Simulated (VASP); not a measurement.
Given:

```
SrTiO3
1.0
    3.92815     0.00000     0.00000
    0.00000     3.92815     0.00000
    0.00000     0.00000     3.92815
Sr Ti O
1 1 3
Cartesian
  0.00000   0.00000   0.00000
  1.96408   1.96408   1.96408
  1.96408   0.00000   1.96408
  0.00000   1.96408   1.96408
  1.96408   1.96408   0.00000
```

Level of theory: revTPSS meta-GGA, VASP's PBE PAW potentials (set 64) (plane waves; VASP 6.6.1). Numerical set-up: 520 eV cut-off, 6×6×6 Γ-centred mesh, Gaussian smearing of 0.050 eV, potentials Sr_sv Ti_sv O.

Problem. What does the run give for the energy per atom (σ→0), band gap (on the k-mesh) with the smallest direct gap where there is one?

Solution. 
- band gap (on the k-mesh) = 1.92 eV
- smallest direct gap (on the k-mesh) = 2.28 eV
- energy per atom (σ→0) = -6.962 eV/atom

The absolute energy has meaning only against runs of the same code, potentials and settings.

The compound is SrTiO3 in the cubic perovskite structure, the ideal cubic form; the compound distorts at low or room temperature. It was relaxed first.
